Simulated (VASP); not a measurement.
Here is a VASP 6.6.1 calculation.

The input INCAR:

```
SYSTEM = Sn3TeS2
ALGO     = Fast           ! electronic algorithm
EDIFF    = 1E-4           ! SCF threshold, eV
EDIFFG   = -0.08          ! ionic threshold
ENCUT    = 520            ! plane-wave cutoff, eV
GGA      = PE             ! functional
IBRION   = 2              ! ionic algorithm
ISIF     = 3              ! what is computed and relaxed
ISMEAR   = 0              ! smearing method
LASPH    = .True.         ! aspherical terms in the spheres
LCHARG   = .False.        ! write CHGCAR
LREAL    = .False.        ! projectors in reciprocal space
LWAVE    = .False.        ! write WAVECAR
NELM     = 60             ! most SCF steps
NSW      = 24             ! ionic steps
PREC     = Normal         ! precision mode
SIGMA    = 0.15           ! smearing width, eV
```

KPOINTS

```
k-points
0
Gamma
  4 4 4
  0 0 0
```

File POSCAR:

```
Sn3TeS2
1.0
   -2.8030471700      2.8030471700      5.1350746000
    2.8030471700     -2.8030471700      5.1350746000
    2.8030471700      2.8030471700     -5.1350746000
Sn Te S
3 1 2
Direct
    0.7610746200      0.7610746200      0.0000000000
    0.2389253800      0.2389253800      0.0000000000
    0.5000000000      0.5000000000      0.0000000000
    0.0000000000      0.0000000000      0.0000000000
    0.7500000000      0.2500000000      0.5000000000
    0.2500000000      0.7500000000      0.5000000000
```

Potentials or basis: VASP PAW PBE potentials, release 64 (Sn_d, Te, S).

Run with:

```sh
$ cat potpaw_PBE.64/Sn_d/POTCAR potpaw_PBE.64/Te/POTCAR potpaw_PBE.64/S/POTCAR > POTCAR
$ mpirun -np 1 vasp_std > vasp.out
```

(1) Predict the relaxed volume.

(2) Predict the band gap on the k mesh.

Results:

(1) 29.28 Å³/atom.

(2) none (metal or under the smearing width).

Caveat: the k mesh is coarse (spacing up to 0.40 Å⁻¹), so the values aren't converged.
